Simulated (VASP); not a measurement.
Crystal: NbTl4.

```xyz
5
Lattice="-3.2645 3.2645 3.2645 3.2645 -3.2645 3.2645 3.2645 3.2645 -3.2645" Properties=species:S:1:pos:R:3 pbc="T T T"
Nb    0.0000    0.0000    0.0000
Tl    1.6323    1.6323   -1.6323
Tl   -1.6323    1.6323    1.6323
Tl    1.6323    1.6323    1.6323
Tl    1.6323   -1.6323    1.6323
```

The cell was built by a generator and needn't be a form met in nature.

The cell isn't the ideal one: species swapped into the NiHg4 type (Im-3m, No. 229).

- Program: VASP 6.6.1
- Task: relaxation of cell and atoms
- Functional: PBE
- Potentials or basis: VASP PAW PBE potentials, release 64 (Nb_sv, Tl_d)
- Cutoff: 600 eV
- k mesh: 4 × 4 × 4
- Occupations: gaussian, width 0.1 eV
- Spin: no spin polarisation

At the start: pressure 5.0 GPa; volume 27.83 Å³/atom.

How do energy, volume and symmetry change on relaxing?

Over 3 steps the energy falls by 35.0 meV/atom and the volume is 30.29 Å³/atom (+8.8 %); space group Im-3m (No. 229, to 0.05 Å).

The path:
```csv
step,energy change (eV),largest force (eV/Å),pressure (GPa),volume (Å³)
1,0.0000,0.0000,4.95,139.16
2,-0.1458,0.0000,-1.59,157.22
3,-0.1752,0.0000,0.01,151.46
```

Final structure:
```
Nb Tl
1.0
    -3.35801    3.35801    3.35801
     3.35801   -3.35801    3.35801
     3.35801    3.35801   -3.35801
Nb Tl
1 4
Direct
  0.00000 0.00000 0.00000
  0.00000 0.00000 0.50000
  0.50000 0.00000 0.00000
  0.50000 0.50000 0.50000
  0.00000 0.50000 0.00000
```
